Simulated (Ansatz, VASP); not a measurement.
## Cross-check of Ga16Sb5P11 (GaP0.67Sb0.33, zinc blende) between VASP and Ansatz

Wanted: the spread between two codes on one cell, functional and k mesh. The cell is invented: As first built, before any earlier steps moved the atoms or strained the cell (in the runner's words): 1x2x2 conventional cells of the GaP type (32 atoms: 11 P, 16 Ga, 5 Sb); P/Sb share their sites, the best of 600 random draws by like-pair counts in two shells; start lattice by linear mixing of the end members' cells; atoms moved at random by 0.02 A. It may not be a known or stable phase. Of the first pair: The structure shown is the end of the Ansatz relaxation below.

Program: Ansatz 0.2.0. Level of theory: plane waves, with VASP 6.6.1 beside it; PBE with D3(BJ) and PBEsol. Results are calculated unless marked as measured.

### Step 1. The starting structure

The cell holds 32 atoms: 11 P, 16 Ga and 5 Sb. Cell: a = 5.646 Å, b = 11.318 Å, c = 11.304 Å, α = 90.1°, β = 90.0°, γ = 90.0°. It derives from GaP (GaP type, space group 216), repeated 1×2×2. As first built, before any earlier steps moved the atoms or strained the cell (in the runner's words): 1x2x2 conventional cells of the GaP type (32 atoms: 11 P, 16 Ga, 5 Sb); P/Sb share their sites, the best of 600 random draws by like-pair counts in two shells; start lattice by linear mixing of the end members' cells; atoms moved at random by 0.02 A.

### Step 2. Ansatz: relaxation, PBE with D3(BJ)

Ansatz runs on its default PAW (the set named soft_2) files.

This run makes the geometry at which the two programs are then compared.

Input file input.yaml:

```yaml
crystal:
  lattice:
    - [5.71559, 0.00046, -0.00017]
    - [0.00091, 11.45916, -0.0095]
    - [-0.00034, -0.0095, 11.44137]
  atoms:
    - { symbol: P, position: [0.2498, 0.36643, 0.13337] }
    - { symbol: P, position: [0.74932, 0.12127, 0.12336] }
    - { symbol: P, position: [0.74878, 0.37806, 0.37309] }
    - { symbol: P, position: [0.25007, 0.11506, 0.87881] }
    - { symbol: P, position: [0.75089, 0.11511, 0.62792] }
    - { symbol: P, position: [0.24949, 0.62863, 0.37684] }
    - { symbol: P, position: [0.25267, 0.88137, 0.12626] }
    - { symbol: P, position: [0.7521, 0.8727, 0.37698] }
    - { symbol: P, position: [0.24857, 0.8754, 0.62471] }
    - { symbol: P, position: [0.75119, 0.63618, 0.61435] }
    - { symbol: P, position: [0.74991, 0.88395, 0.87209] }
    - { symbol: Ga, position: [6.0e-05, 0.99999, 0.00035] }
    - { symbol: Ga, position: [0.97649, 0.25533, 0.2438] }
    - { symbol: Ga, position: [0.52146, 0.99191, 0.24371] }
    - { symbol: Ga, position: [0.47718, 0.23637, 0.00995] }
    - { symbol: Ga, position: [0.98478, 0.98988, 0.50794] }
    - { symbol: Ga, position: [0.00554, 0.22598, 0.75154] }
    - { symbol: Ga, position: [0.49393, 0.99925, 0.75078] }
    - { symbol: Ga, position: [0.54331, 0.24788, 0.50074] }
    - { symbol: Ga, position: [0.02573, 0.48853, 0.01107] }
    - { symbol: Ga, position: [0.02323, 0.75992, 0.25931] }
    - { symbol: Ga, position: [0.47639, 0.49198, 0.26137] }
    - { symbol: Ga, position: [0.50259, 0.7718, 0.99928] }
    - { symbol: Ga, position: [0.98356, 0.512, 0.48855] }
    - { symbol: Ga, position: [0.97937, 0.76163, 0.74042] }
    - { symbol: Ga, position: [0.52625, 0.51414, 0.7384] }
    - { symbol: Ga, position: [0.49352, 0.75228, 0.49746] }
    - { symbol: Sb, position: [0.25092, 0.12256, 0.37465] }
    - { symbol: Sb, position: [0.24954, 0.37499, 0.62109] }
    - { symbol: Sb, position: [0.74827, 0.36695, 0.87703] }
    - { symbol: Sb, position: [0.74953, 0.62725, 0.13154] }
    - { symbol: Sb, position: [0.24854, 0.63287, 0.87292] }
kpoints:
  mp_grid: { grid: [3, 2, 2], shift: [0.0, 0.5, 0.5] }
hamiltonian:
  xc: pbe
  dispersion: d3bj
scf:
  occupations: { method: fermi_dirac, width: 0.01 }
output:
  forces: true
  stress: true
relax:
  f_tol: 0.02
  max_steps: 25
  cell: { stress_tol: 0.1 }
```

On the command line:

```
$ ansatz run input.yaml --threads 8 --pin off --max-ram 15360MiB --backend cpu --events-out ev --progress --plain --runs-dir out
```

Numbers of over 12 decimals in the logs are rounded to 6 here.

The program printed:

```text
The last accepted step is kept in <dir> (removed where the run ends without a failure and the disk answers)
Engine: ansatz 0.2.0, aarch64-unknown-linux-gnu
Pseudopotentials: kind: paw
Pseudopotential: P, paw, valence charge 5, recommended cutoff 420 eV (normal), P.paw.azcp
Pseudopotential: Ga, paw, valence charge 13, recommended cutoff 420 eV (normal), Ga.paw.azcp
Pseudopotential: Sb, paw, valence charge 15, recommended cutoff 420 eV (normal), Sb.paw.azcp
Functional definition: PBE
  parameter kappa = 0.804
  parameter beta = 0.066725
  exchange = pbe_x(kappa = kappa, mu = beta*pi^2/3)
  correlation = pbe_c(beta = beta)
Crystal: 32 atoms, lattice volume = 749.362 Å³
Basis set: ecut = 420 eV, 14705 PW (Γ), exchange–correlation on 80×160×160 points (8 copies of the dense FFT grid, shifted against one another)
Bands: 203, of which v1, the nominal top of the filled ones, is band 169 counted from 1 (168 counted from 0)
Symmetry: 1 space group operations
Space group: P1 (ITA 1), of the structure as read, at distance tolerance 9.1e-5 Å
k-points: 6 of 12 (time reversal used)
Non-local potential: P, projectors of the file, l = 0: 2, l = 1: 2, l = 2: 2
Non-local potential: Ga, projectors of the file, l = 0: 2, l = 1: 2, l = 2: 3, l = 3: 1
Non-local potential: Sb, projectors of the file, l = 0: 2, l = 1: 2, l = 2: 2, l = 3: 2
PAW form: soft (Blöchl's): semilocal exchange-correlation on the pseudo side does not see the compensation charge
PAW one-centre angular grid: P, 110 points (default); XC on 64 Gauss nodes
PAW one-centre angular grid: Ga, 590 points (default); XC on 64 Gauss nodes
PAW one-centre angular grid: Sb, 590 points (default); XC on 64 Gauss nodes
Initial density: superposition of atomic densities (neutral atoms: chi_scale 0, normalization atom), corrected by the library's trained network
Initial wavefunctions: pseudopotential atomic-orbital guess
Functional: x = pbe(κ = 0.804, μ = 0.219515), c = pbe(β = 0.066725)
SCF iter   1: F=—  HF=-101282.864305 eV  |F-HF|=—  |Δ(HF+E_count)|=         —  Δρ=1.43e-3  dr2=2.92e-2  ethr=1.77e-3  ⟨swp⟩=7.3  Hψ=4892  notcnv=0  defer=29
preconditioner: auto → Resta (q_TF=auto, 2.389 Å⁻¹)  ε∞=3.9  [insulator: Δε(μ)=0.977 eV  Ē_g=13.571 eV  σ=0.010 eV  W_gap=1.00  n_scr=168 (ndim 8)  ℏωp=23.0 eV  f_vac=0.031  D(μ)=0.00/eV (n_scr^D=0)  ε∞_Penn≈3.9]
SCF iter   2: F=—  HF=-101282.831479 eV  |F-HF|=—  |Δ(HF+E_count)|=   3.28e-2  Δρ=8.73e-4  dr2=7.17e-3  ethr=8.65e-6  ⟨swp⟩=3.0  Hψ=2653  notcnv=0  defer=169
SCF iter   3: F=—  HF=-101282.831106 eV  |F-HF|=—  |Δ(HF+E_count)|=   3.74e-4  Δρ=4.22e-4  dr2=2.04e-3  ethr=2.12e-6  ⟨swp⟩=2.0  Hψ=1948  notcnv=0  defer=169
SCF iter   4: F=—  HF=-101282.831627 eV  |F-HF|=—  |Δ(HF+E_count)|=   5.21e-4  Δρ=1.38e-4  dr2=2.82e-4  ethr=6.04e-7  ⟨swp⟩=3.0  Hψ=2091  notcnv=0  defer=169
SCF iter   5: F=—  HF=-101282.831738 eV  |F-HF|=—  |Δ(HF+E_count)|=   1.11e-4  Δρ=7.01e-5  dr2=4.33e-5  ethr=8.34e-8  ⟨swp⟩=2.0  Hψ=2063  notcnv=0  defer=169
SCF iter   6: F=—  HF=-101282.831608 eV  |F-HF|=—  |Δ(HF+E_count)|=   1.30e-4  Δρ=1.95e-5  dr2=4.98e-6  ethr=1.28e-8  ⟨swp⟩=2.2  Hψ=1915  notcnv=0  defer=169
SCF iter   7: F=—  HF=-101282.831613 eV  |F-HF|=—  |Δ(HF+E_count)|=   4.77e-6  Δρ=7.69e-6  dr2=1.44e-6  ethr=1.47e-9  ⟨swp⟩=3.0  Hψ=2129  notcnv=0  defer=169
SCF iter   8: F=-101282.831613 eV  HF=-101282.831613 eV  |F-HF|=9.26e-9  |Δ(HF+E_count)|=   4.32e-7  Δρ=3.04e-6  dr2=7.11e-8  ethr=2.96e-11  ⟨swp⟩=3.3  Hψ=5215  notcnv=0
SCF 1 converged in 8 iterations: F = -101282.831613 eV  dr2 = 7.11e-8
  greatest PAW one-centre occupation: 0.995 electrons in one spin orbital (limit 2), on the Sb atom at site 31 (counted from 0), in its partial waves of l = 2
relax step   1: F+E_penalty+E_count = -101282.83161308 eV  Δ(F+E_penalty+E_count) = +0.000e0 eV  max|allowed force component| = 1.825e-2 eV/Å  Δτ_max = 0.0000 Å  P = -2.376 GPa  Ω = 749.362 Å³  (8 SCF iters, dr2 threshold 1.00e-7 eV, accepted)
[...]
relax step   2: F+E_penalty+E_count = -101283.01478304 eV  Δ(F+E_penalty+E_count) = -1.832e-1 eV  max|allowed force component| = 2.417e-1 eV/Å  Δτ_max = 0.0238 Å  P = +0.140 GPa  Ω = 721.586 Å³  energy of the carried Pulay correction = +6.329e-3 eV  (6 SCF iters, dr2 threshold 3.20e-6 eV, accepted)
[...]
relax step   3: F+E_penalty+E_count = -101283.04465182 eV  Δ(F+E_penalty+E_count) = -2.987e-2 eV  max|allowed force component| = 3.479e-2 eV/Å  Δτ_max = 0.0308 Å  P = +0.008 GPa  Ω = 722.205 Å³  energy of the carried Pulay correction = +6.186e-3 eV  (6 SCF iters, dr2 threshold 3.20e-6 eV, accepted)
[...]
relax step   4: F+E_penalty+E_count = -101283.04581350 eV  Δ(F+E_penalty+E_count) = -1.162e-3 eV  max|allowed force component| = 5.632e-3 eV/Å  Δτ_max = 0.0071 Å  P = -0.001 GPa  Ω = 722.312 Å³  energy of the carried Pulay correction = +6.161e-3 eV  (6 SCF iters, dr2 threshold 7.56e-8 eV, accepted)
[...]
relax step   5: F+E_penalty+E_count = -101283.03971093 eV  Δ(F+E_penalty+E_count) = +6.103e-3 eV  max|allowed force component| = 5.664e-3 eV/Å  Δτ_max = 0.0000 Å  P = -0.001 GPa  Ω = 722.312 Å³  stress off target by 5.88e-3 GPa  SCF on the basis re-selected at this cell (its energy is not comparable with the rows above)  (5 SCF iters)
basis re-selected at this cell: Δ(F+E_penalty+E_count) = +6.103e-3 eV, ΔP = +0.000 GPa vs the last step (what re-selecting the basis moved, of the pressure what is left beyond the Pulay correction that the steps carried, after the strain that the cell walked since its last selection, with what the two solves' SCF thresholds leave and, on support functions, any second-order correction that the steps lacked; it is no m [...]
SCF converged after 5 iterations
Free energy (F): -101283.039711 eV
Harris-Foulkes:  -101283.039711 eV  (|F-HF|=1.16e-9)
Internal energy: -101283.039711 eV  (E = F + TS)
E sigma→0 (E₀):  -101283.039711 eV
Fermi energy:    8.216486 eV
--- Per-component energies (eV) ---
  E_band       = -1889.266488
  E_kinetic    = 3663.812165
  E_local      = -44056.337723  (includes V_loc(G=0)·N_el)
  E_nonlocal   = 8983.721107
  E_hartree    = 20372.367204
  E_xc         = -2474.610639
  E_vxc        = -2078.654071  (∫ρ·V_xc dr)
  E_paw        = -60967.677824  (= ΣΔE_a)
  E_vpaw       = -9146.539058  (= ΣTr[D̂ρ^β])
  E_aug_tail   = -0.001786  (compensation charges beyond the density's cutoff)
  E_ewald      = -26793.926503
  E_disp       = -10.385712  (pairwise vdW)
  E_smearing   = -0.000000  (= −TS)
  E_closure    = -0.000000  (closes the sum)
  Σ components = -101283.039711   (vs F -101283.039711, Δ=0.00e0)
--- Forces (eV/Å), atoms counted from 1 ---
  atom   1  P     -0.00211940    -0.00223731     0.00327791
  atom   2  P     -0.00130486     0.00022190    -0.00400485
  atom   3  P     -0.00168055    -0.00025221    -0.00001561
  atom   4  P     -0.00141999    -0.00064661     0.00082414
  atom   5  P      0.00186395    -0.00147970     0.00071631
  atom   6  P     -0.00132949     0.00024650    -0.00003616
  atom   7  P      0.00515042     0.00366100     0.00093744
  atom   8  P      0.00123080    -0.00506494     0.00160867
  atom   9  P     -0.00469892    -0.00177270     0.00184772
  atom  10  P     -0.00169513     0.00128202    -0.00419826
  atom  11  P     -0.00276793     0.00516600    -0.00241280
  atom  12  Ga     0.00004238    -0.00087545     0.00171761
  atom  13  Ga     0.00113753     0.00155663    -0.00045432
  atom  14  Ga    -0.00509863     0.00237577     0.00017341
  atom  15  Ga     0.00433946     0.00257330    -0.00047902
  atom  16  Ga     0.00087328    -0.00024747    -0.00032157
  atom  17  Ga    -0.00264054     0.00145899     0.00192703
  atom  18  Ga     0.00392164    -0.00170430    -0.00043442
  atom  19  Ga    -0.00134726     0.00504375     0.00217112
  atom  20  Ga     0.00165702    -0.00170417     0.00018423
  atom  21  Ga    -0.00566400    -0.00270262    -0.00136211
  atom  22  Ga     0.00286535    -0.00128240    -0.00021147
  atom  23  Ga    -0.00323489    -0.00125683    -0.00203401
  atom  24  Ga     0.00072649    -0.00152650     0.00039658
  atom  25  Ga     0.00529067    -0.00197622     0.00242184
  atom  26  Ga     0.00057803    -0.00065135    -0.00186666
  atom  27  Ga     0.00403133     0.00238524    -0.00071851
  atom  28  Sb     0.00055423    -0.00051085    -0.00228773
  atom  29  Sb     0.00180179     0.00085984    -0.00157936
  atom  30  Sb    -0.00124077    -0.00255499     0.00119612
  atom  31  Sb     0.00138501    -0.00095662     0.00316917
  atom  32  Sb    -0.00120629     0.00257233    -0.00015248
  max |Σ_I F_I| component: 7.12e-7 eV/Å
--- Stress (GPa, compression-positive) ---
        0.000745       0.001010       0.000711
        0.001010      -0.002075      -0.003690
        0.000711      -0.003690      -0.001857
  P = ⅓ Tr σ = -0.0011 GPa (-0.011 kbar)
--- Relaxed structure (4 steps of the walk, 4 accepted, 1 SCFs on fresh bases) ---
  F+E_penalty+E_count = -101283.03971093 eV   max|allowed force component| = 5.664e-3 eV/Å   (the final SCF, on the basis selected at the relaxed cell)
  cell:  # Å, volume = 722.3117 Å³
    - [5.646075, 0.000286021, -4.613729890983922e-5]
    - [0.000561283, 11.317660, -0.010203]
    - [-9.166704376429701e-5, -0.010199, 11.303729]
  atoms:
    - { symbol: P, position: [0.250357, 0.366186, 0.133676] }
    - { symbol: P, position: [0.749664, 0.121314, 0.122940] }
    - { symbol: P, position: [0.749057, 0.378350, 0.372872] }
    - { symbol: P, position: [0.250666, 0.114807, 0.878942] }
    - { symbol: P, position: [0.750508, 0.114958, 0.627963] }
    - { symbol: P, position: [0.249918, 0.628820, 0.377019] }
    - { symbol: P, position: [0.251876, 0.881477, 0.126427] }
    - { symbol: P, position: [0.751609, 0.872716, 0.376877] }
    - { symbol: P, position: [0.249376, 0.875164, 0.625042] }
    - { symbol: P, position: [0.751621, 0.636442, 0.613951] }
    - { symbol: P, position: [0.750447, 0.884114, 0.872057] }
    - { symbol: Ga, position: [0.000175039, 0.999787, 0.000482753] }
    - { symbol: Ga, position: [0.975486, 0.255310, 0.243619] }
    - { symbol: Ga, position: [0.522074, 0.992000, 0.243576] }
    - { symbol: Ga, position: [0.476367, 0.236215, 0.010198] }
    - { symbol: Ga, position: [0.984848, 0.989478, 0.508156] }
    - { symbol: Ga, position: [0.00598571, 0.225602, 0.751614] }
    - { symbol: Ga, position: [0.493811, 0.999240, 0.750631] }
    - { symbol: Ga, position: [0.544666, 0.247875, 0.500674] }
    - { symbol: Ga, position: [0.026389, 0.488373, 0.011152] }
    - { symbol: Ga, position: [0.023650, 0.760132, 0.259460] }
    - { symbol: Ga, position: [0.475619, 0.491923, 0.261567] }
    - { symbol: Ga, position: [0.502835, 0.772158, 0.999307] }
    - { symbol: Ga, position: [0.983514, 0.512144, 0.488300] }
    - { symbol: Ga, position: [0.978639, 0.761725, 0.740363] }
    - { symbol: Ga, position: [0.527115, 0.514211, 0.738181] }
    - { symbol: Ga, position: [0.493171, 0.752630, 0.497463] }
    - { symbol: Sb, position: [0.250490, 0.122755, 0.374698] }
    - { symbol: Sb, position: [0.248600, 0.374877, 0.621016] }
    - { symbol: Sb, position: [0.747425, 0.366804, 0.877044] }
    - { symbol: Sb, position: [0.748903, 0.627172, 0.131575] }
    - { symbol: Sb, position: [0.248118, 0.632891, 0.872837] }
```

In the SCF lines HF is the Harris–Foulkes energy and dr2 the Hartree energy of the density residual, in eV; the loop may stop once dr2 is under the threshold and the program's other checks hold. Hψ counts applications of the Hamiltonian.

### Step 3. VASP: single point, PBE with D3(BJ), relaxed cell

The same cell, functional, mesh and smearing now go to VASP, with its own data sets.

Lines of VASP's logs that name or quote its potential files are left out, and so is its time.

Input file INCAR:

```
SYSTEM = Ga16Sb5P11
PREC = Accurate
ENCUT = 500
EDIFF = 1E-06
NELM = 120
ISMEAR = -1
SIGMA = 0.01
LREAL = Auto
ALGO = Normal
GGA = PE
IVDW = 12
NBANDS = 168
LORBIT = 11
LWAVE = .FALSE.
LCHARG = .FALSE.
ISIF = 2
ISYM = 0
LASPH = .TRUE.
GGA_COMPAT = .FALSE.
EFERMI = MIDGAP
KPAR = 4
```

Input file POSCAR:

```
Ga16Sb5P11
1.0
    5.6460750000      0.0002860000     -0.0000460000
    0.0005610000     11.3176600000     -0.0102030000
   -0.0000920000     -0.0101990000     11.3037290000
P Ga Sb
11 16 5
Direct
    0.2503600000      0.3661900000      0.1336800000
    0.7496600000      0.1213100000      0.1229400000
    0.7490600000      0.3783500000      0.3728700000
    0.2506700000      0.1148100000      0.8789400000
    0.7505100000      0.1149600000      0.6279600000
    0.2499200000      0.6288200000      0.3770200000
    0.2518800000      0.8814800000      0.1264300000
    0.7516100000      0.8727200000      0.3768800000
    0.2493800000      0.8751600000      0.6250400000
    0.7516200000      0.6364400000      0.6139500000
    0.7504500000      0.8841100000      0.8720600000
    0.0001800000      0.9997900000      0.0004800000
    0.9754900000      0.2553100000      0.2436200000
    0.5220700000      0.9920000000      0.2435800000
    0.4763700000      0.2362100000      0.0102000000
    0.9848500000      0.9894800000      0.5081600000
    0.0059900000      0.2256000000      0.7516100000
    0.4938100000      0.9992400000      0.7506300000
    0.5446700000      0.2478800000      0.5006700000
    0.0263900000      0.4883700000      0.0111500000
    0.0236500000      0.7601300000      0.2594600000
    0.4756200000      0.4919200000      0.2615700000
    0.5028400000      0.7721600000      0.9993100000
    0.9835100000      0.5121400000      0.4883000000
    0.9786400000      0.7617300000      0.7403600000
    0.5271200000      0.5142100000      0.7381800000
    0.4931700000      0.7526300000      0.4974600000
    0.2504900000      0.1227500000      0.3747000000
    0.2486000000      0.3748800000      0.6210200000
    0.7474300000      0.3668000000      0.8770400000
    0.7489000000      0.6271700000      0.1315800000
    0.2481200000      0.6328900000      0.8728400000
```

Input file KPOINTS:

```
Points of the shifted mesh
12
Reciprocal
 0.0000000000  0.2500000000  0.2500000000 1
 0.0000000000  0.2500000000  0.7500000000 1
 0.0000000000  0.7500000000  0.2500000000 1
 0.0000000000  0.7500000000  0.7500000000 1
 0.3333333333  0.2500000000  0.2500000000 1
 0.3333333333  0.2500000000  0.7500000000 1
 0.3333333333  0.7500000000  0.2500000000 1
 0.3333333333  0.7500000000  0.7500000000 1
 0.6666666667  0.2500000000  0.2500000000 1
 0.6666666667  0.2500000000  0.7500000000 1
 0.6666666667  0.7500000000  0.2500000000 1
 0.6666666667  0.7500000000  0.7500000000 1
```

Potentials, in the order of the species: P, Ga_d and Sb (PBE family, release 64).

On the command line:

```
$ mpirun -np 4 vasp_std
```

The program printed:

```text
[banner, memory and clock lines left out]
running    4 mpi-ranks, on    1 nodes
[...]
LDA part: xc-table for (Slater+PW92), standard interpolation
 POSCAR, INCAR and KPOINTS ok, starting setup
[...]
entering main loop
       N       E                     dE             d eps       ncg     rms          rms(c)
DAV:   1     0.348954610657E+04    0.34895E+04   -0.11277E+05  4200   0.238E+03
DAV:   2     0.734355608274E+03   -0.27552E+04   -0.26728E+04  4048   0.695E+02
DAV:   3    -0.470567596477E+02   -0.78141E+03   -0.73275E+03  4920   0.234E+02
DAV:   4    -0.130302572793E+03   -0.83246E+02   -0.80594E+02  4600   0.729E+01
[...]
DAV:  16    -0.135572810169E+03   -0.27857E-06   -0.27576E-05  4528   0.464E-02    0.391E-03
DAV:  17    -0.135572811328E+03   -0.11589E-05   -0.11557E-05  4192   0.166E-02    0.264E-03
DAV:  18    -0.135572811713E+03   -0.38441E-06   -0.10374E-06  2440   0.889E-03
   1 F= -.14595588E+03 E0= -.14595588E+03  d E =0.000000E+00
```

From OUTCAR (step 3):

```text
 Edisp (eV)  -10.38307

  Total       0.05989     0.09118     0.06856     0.00637    -0.00604     0.00536
  in kB       0.13285     0.20225     0.15207     0.01412    -0.01340     0.01188
  external pressure =        0.16 kB  Pullay stress =        0.00 kB

 POSITION                                       TOTAL-FORCE (eV/Angst)
 -----------------------------------------------------------------------------------
      1.41374      4.14312      1.50733        -0.007710     -0.000614      0.000824
      4.23269      1.37191      1.38841        -0.002281     -0.002907     -0.009363
      4.22943      4.27845      4.21093        -0.005749      0.003305     -0.005862
      1.41529      1.29049      9.93412        -0.004581      0.003194      0.003397
      4.23744      1.29489      7.09708         0.003702      0.001386      0.002646
      1.41139      7.11300      4.25530        -0.003222      0.003334      0.006368
      1.42262      9.97507      1.42013         0.011347      0.004680      0.004680
      4.24410      9.87352      4.25121         0.002745     -0.009820      0.005151
      1.40845      9.89846      7.05634        -0.001879     -0.004431      0.001291
      4.24400      7.19696      6.93340        -0.003341      0.002109     -0.004336
      4.23751      9.99738      9.84847        -0.006430      0.002449     -0.007185
      0.00158     11.31528     -0.00478         0.001435      0.000826      0.000517
      5.50781      2.88731      2.75116        -0.002704      0.009202     -0.005335
      2.94818     11.22478      2.74322        -0.000170     -0.001623     -0.006102
[...]
-----------------------------------------------------------------------------------
    total drift:                                0.015471      0.002732     -0.001189

  FREE ENERGIE OF THE ION-ELECTRON SYSTEM (eV)
  ---------------------------------------------------
  free  energy   TOTEN  =      -145.9558810955 eV

  energy  without entropy=     -145.9558810955  energy(sigma->0) =     -145.95588110

[... 3 further parts left out ...]
[key lines of the parts left out:]
E-fermi :   5.5936
```

The run ends at a pressure of 0.02 GPa, with forces up to 0.018 eV/Å.

(Continued in part 2 of 2.)

[Lines on the potential files, build, host, timing and source positions are cut from VASP's logs without a mark.]

[Logs are printed without paths, hosts, clocks, repeated set-up lines and the standing remarks that a program may print on its own settings, such as how far it seeks lower states.]

[Hosts, paths, dates, database ids (printed as entryN), source tags and the programs' standing remarks are cut or masked in the printed files.]
